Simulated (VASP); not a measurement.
# What goes wrong when Si2W is relaxed with a bad input, part 2 of 2

Some relaxations of Si2W get a fault in the input on purpose. Which of them show, and how? The starting structure is a measured crystal structure from the Crystallography Open Database. The first relaxation on each setting starts from this cell expanded by 3 % in volume.

VASP 6.6.1.

Results so far: reference 13.35 Å³ an atom; a cutoff far too low 12.21 Å³ an atom.

### Step 5. Relaxation with too few electronic steps

Level of this step: PBEsol; plane waves and PAW (W, Si) (VASP).

A slip made on purpose: too few electronic steps. Against step 2 the input has NELM = 4 (also changed: NSW).

The input, INCAR:

```
SYSTEM = Si2W
PREC = Accurate
ENCUT = 450
EDIFF = 1E-06
NELM = 4
ISMEAR = 0
SIGMA = 0.05
LREAL = .FALSE.
ALGO = Normal
GGA = PS
NBANDS = 13
LASPH = .TRUE.
LORBIT = 11
LWAVE = .FALSE.
LCHARG = .FALSE.
KPAR = 8
IBRION = 2
NSW = 30
ISIF = 3
EDIFFG = -0.006
```

The input, POSCAR:

```
Si2W
1.0
   -1.6228109358      1.6228109358      3.9537144022
    1.6228109358     -1.6228109358      3.9537144022
    1.6228109358      1.6228109358     -3.9537144022
W Si
1 2
Direct
    0.0000000000      0.0000000000      0.0000000000
    0.6653000000      0.6653000000      0.0000000000
    0.3347000000      0.3347000000      0.0000000000
```

The input, KPOINTS:

```
Automatic mesh
0
Gamma
14 14 14
0 0 0
```

Potentials, in the order of the species: W and Si (PBE family, release 64).

On the command line:

```bash
> mpirun -np 8 vasp_std
```

Output:

```text
[... set-up lines as in an earlier step ...]
 entering main loop
       N       E                     dE             d eps       ncg     rms          rms(c)
[... 4 cycles as in an earlier step ...]
 -----------------------------------------------------------------------------
|                                                                             |
|           W    W    AA    RRRRR   N    N  II  N    N   GGGG   !!!           |
|           W    W   A  A   R    R  NN   N  II  NN   N  G    G  !!!           |
|           W    W  A    A  R    R  N N  N  II  N N  N  G       !!!           |
|           W WW W  AAAAAA  RRRRR   N  N N  II  N  N N  G  GGG   !            |
|           WW  WW  A    A  R   R   N   NN  II  N   NN  G    G                |
|           W    W  A    A  R    R  N    N  II  N    N   GGGG   !!!           |
|                                                                             |
|     The electronic self-consistency was not achieved in the given           |
|     number of steps (NELM). The forces and other quantities evaluated       |
[...]
1 F= -.27614022E+02 E0= -.27613688E+02  d E =-.276140E+02
[...]
|     The electronic self-consistency was not achieved in the given           |
[... from here on, the cycles between the ionic steps are left out ...]
   2 F= -.18733546E+02 E0= -.18733463E+02  d E =0.888048E+01
[...]
|     The electronic self-consistency was not achieved in the given           |
   3 F= -.26714502E+02 E0= -.26714369E+02  d E =0.899520E+00
   4 F= -.26719847E+02 E0= -.26719717E+02  d E =0.894175E+00
   5 F= -.26723788E+02 E0= -.26723661E+02  d E =0.890235E+00
   6 F= -.26723853E+02 E0= -.26723727E+02  d E =0.890169E+00
   7 F= -.26723838E+02 E0= -.26723712E+02  d E =0.890184E+00
   8 F= -.26724714E+02 E0= -.26724558E+02  d E =-.876021E-03
   9 F= -.26724891E+02 E0= -.26724746E+02  d E =-.105345E-02
  10 F= -.26724891E+02 E0= -.26724746E+02  d E =-.105319E-02
  11 F= -.26724896E+02 E0= -.26724749E+02  d E =-.524882E-05
  12 F= -.26724909E+02 E0= -.26724763E+02  d E =-.181608E-04
  13 F= -.26724913E+02 E0= -.26724765E+02  d E =-.358348E-05
 trial-energy change:   -0.000004  1 .order   -0.000004   -0.000007   -0.000001
 step:   0.7961(harm=  0.7961)  dis= 0.00040  next Energy=   -26.724913 (dE=-0.373E-05)
 reached required accuracy - stopping structural energy minimisation
```

Elapsed: 52 s, on 8 MPI ranks of Intel Xeon 6975P-C (Granite Rapids), shared host; peak memory 2.3 GiB.

From OUTCAR (step 5):

```text
  Total        0.0014283      0.0014283      0.0018230      0.0000000     -0.0000000      0.0000000
  in kB        0.0571435      0.0571435      0.0729348      0.0000000     -0.0000000      0.0000000
  external PRESSURE =       0.0624073 kB  Pullay stress =       0.0000000 kB

 POSITION                                       TOTAL-FORCE (eV/Angst)
 -----------------------------------------------------------------------------------
      0.00000      0.00000      0.00000         0.000000      0.000000      0.000000
      0.00000      0.00000      5.19866        -0.000000     -0.000000      0.001106
      0.00000      0.00000      2.61414        -0.000000     -0.000000     -0.001106
 -----------------------------------------------------------------------------------
    total drift:                                0.000000     -0.000000      0.000000

  FREE ENERGIE OF THE ION-ELECTRON SYSTEM (eV)
  ---------------------------------------------------
  free  energy   TOTEN  =       -26.7249127529 eV

  energy  without entropy=      -26.7246174427  energy(sigma->0) =      -26.72476510

[... 2 parts as in an earlier step ...]

[... 2 further parts left out ...]
[key lines of the parts left out:]
E-fermi :  10.5675
```

With too few electronic steps the cell ends at 13.349 Å³ an atom, +0.00 % from the reference.

### Step 6. Relaxation with one electron too many

A slip made on purpose: one electron too many. Against step 2 the input has NELECT = 15 (also changed: NELM).

INCAR, as its differences from that of step 5:

```diff
@@ -4,3 +4,3 @@
 EDIFF = 1E-06
-NELM = 4
+NELM = 60
 ISMEAR = 0
@@ -17,4 +17,5 @@
 IBRION = 2
-NSW = 30
+NSW = 50
 ISIF = 3
 EDIFFG = -0.006
+NELECT = 15
```

POSCAR is that of step 5.

KPOINTS is that of step 5.

On the command line:

```bash
> mpirun -np 8 vasp_std
```

Output:

```text
[... set-up lines as in an earlier step ...]
 entering main loop
       N       E                     dE             d eps       ncg     rms          rms(c)
DAV:   1     0.375634565685E+02    0.37563E+02   -0.56654E+03  6456   0.858E+02
DAV:   2    -0.139052288564E+02   -0.51469E+02   -0.46663E+02  7907   0.186E+02
DAV:   3    -0.162712237093E+02   -0.23660E+01   -0.22658E+01  8729   0.327E+01
DAV:   4    -0.163093435342E+02   -0.38120E-01   -0.38055E-01  7411   0.457E+00
DAV:   5    -0.163100726553E+02   -0.72912E-03   -0.72889E-03  9162   0.534E-01BRMIX: very serious problems
 the old and the new charge density differ
 old charge density:    14.00000 new   15.00000
BRMIX: very serious problems
 the old and the new charge density differ
 old charge density:    14.00000 new   15.00000
BRMIX: very serious problems
 the old and the new charge density differ
 old charge density:    14.00000 new   15.00000
BRMIX: very serious problems
 the old and the new charge density differ
 old charge density:    14.00000 new   15.00000
BRMIX: very serious problems
 the old and the new charge density differ
[...]
DAV:  12    -0.158179299255E+02    0.75949E-07   -0.35937E-06  7554   0.146E-02
   1 F= -.15817930E+02 E0= -.15817277E+02  d E =-.158179E+02
[... from here on, the cycles between the ionic steps are left out ...]
   2 F= -.16128506E+02 E0= -.16127221E+02  d E =-.310576E+00
   3 F= -.17189904E+02 E0= -.17188929E+02  d E =-.137197E+01
   4 F= -.17191510E+02 E0= -.17190538E+02  d E =-.137358E+01
   5 F= -.17191644E+02 E0= -.17190676E+02  d E =-.137371E+01
   6 F= -.17206996E+02 E0= -.17206079E+02  d E =-.153527E-01
   7 F= -.17208844E+02 E0= -.17207887E+02  d E =-.172006E-01
   8 F= -.17212228E+02 E0= -.17211324E+02  d E =-.338340E-02
   9 F= -.17216005E+02 E0= -.17215260E+02  d E =-.716063E-02
  10 F= -.17218033E+02 E0= -.17217331E+02  d E =-.202835E-02
  11 F= -.17218131E+02 E0= -.17217439E+02  d E =-.212554E-02
  12 F= -.17218131E+02 E0= -.17217438E+02  d E =-.212621E-02
  13 F= -.17218225E+02 E0= -.17217534E+02  d E =-.939488E-04
  14 F= -.17218308E+02 E0= -.17217616E+02  d E =-.176463E-03
  15 F= -.17218325E+02 E0= -.17217643E+02  d E =-.177188E-04
 trial-energy change:   -0.000018  1 .order   -0.000018   -0.000029   -0.000007
 step:   1.3211(harm=  1.3211)  dis= 0.00095  next Energy=   -17.218327 (dE=-0.189E-04)
 reached required accuracy - stopping structural energy minimisation
```

It took 79 s on 8 MPI ranks; peak memory 2.4 GiB.

OUTCAR, selected parts (step 6):

```text
  Total       -0.0003531     -0.0003531     -0.0098815      0.0000000     -0.0000000      0.0000000
  in kB       -0.0104406     -0.0104406     -0.2921571      0.0000000     -0.0000000      0.0000000
  external PRESSURE =      -0.1043461 kB  Pullay stress =       0.0000000 kB

 POSITION                                       TOTAL-FORCE (eV/Angst)
 -----------------------------------------------------------------------------------
      0.00000     -0.00000      0.00000        -0.000000     -0.000000      0.000000
      0.00000      0.00000      5.69267         0.000000      0.000000     -0.004157
      0.00000      0.00000      2.95521        -0.000000     -0.000000      0.004157
 -----------------------------------------------------------------------------------
    total drift:                               -0.000000      0.000000     -0.000000

  FREE ENERGIE OF THE ION-ELECTRON SYSTEM (eV)
  ---------------------------------------------------
  free  energy   TOTEN  =       -17.2183254324 eV

  energy  without entropy=      -17.2169614471  energy(sigma->0) =      -17.21764344

[... 2 parts as in an earlier step ...]

[... 2 further parts left out ...]
[key lines of the parts left out:]
E-fermi :   7.7859
```

With one electron too many the cell ends at 18.063 Å³ an atom, +35.31 % from the reference.

### Step 7. The runs compared

| run | ended | volume (Å³/atom) | change (%) | bulk modulus (GPa) | pressure left (GPa) | core minutes |
| --- | --- | --- | --- | --- | --- | --- |
| reference | converged | 13.349 | - | 238.1 | 0.0 | 7.07 |
| too few ionic steps | not converged | - | - | - | - | 2.24 |
| a cutoff far too low | converged | 12.214 | -8.5 | - | -0.04 | 1.41 |
| too few electronic steps | converged | 13.349 | 0.0 | - | 0.01 | 6.93 |
| one electron too many | converged | 18.063 | 35.31 | - | -0.01 | 10.5 |

Core minutes are wall time times ranks, summed over the relaxations behind a row (those for a bulk modulus apart), on shared hosts.

### Step 8. Summary of results

| Quantity | Value |
| --- | --- |
| volume of the reference | 13.35 Å³/atom |
| volume against the reference, a cutoff far too low | -8.50 % |
| volume against the reference, too few electronic steps | +0.00 % |
| volume against the reference, one electron too many | +35.31 % |
| run with too few ionic steps | not converged |

**Reading.** The run with too few ionic steps didn't converge. Finished, but with signs in the output that stand out against the reference: a cutoff far too low, with the volume changed by -8.5 % (signs: -41.2 GPa at the first ionic step (of the first relaxations, not shown; reference: -8.7 GPa) and an energy that rises by up to 3.5 eV an atom on the way); too few electronic steps, with the volume changed by less than 0.1 % (signs: warnings that the electronic loop ran out of cycles, -34.3 GPa at the first ionic step (of the first relaxations, not shown; reference: -8.7 GPa) and an energy that rises by up to 3.0 eV an atom on the way); one electron too many, with the volume changed by +35.3 % (signs: a warning on the charge density and 46.5 GPa at the first ionic step (of the first relaxations, not shown; reference: -8.7 GPa)). The reference was restarted once and the runs with a slip weren't, so their cells may not have settled fully. Further runs on this material are not shown.

[Lines on the potential files, build, host, timing and source positions are cut from VASP's logs without a mark.]

[Logs are printed without paths, hosts, clocks, repeated set-up lines and the standing remarks that a program may print on its own settings, such as how far it seeks lower states.]

[Hosts, paths, dates, database ids (printed as entryN), source tags and the programs' standing remarks are cut or masked in the printed files.]
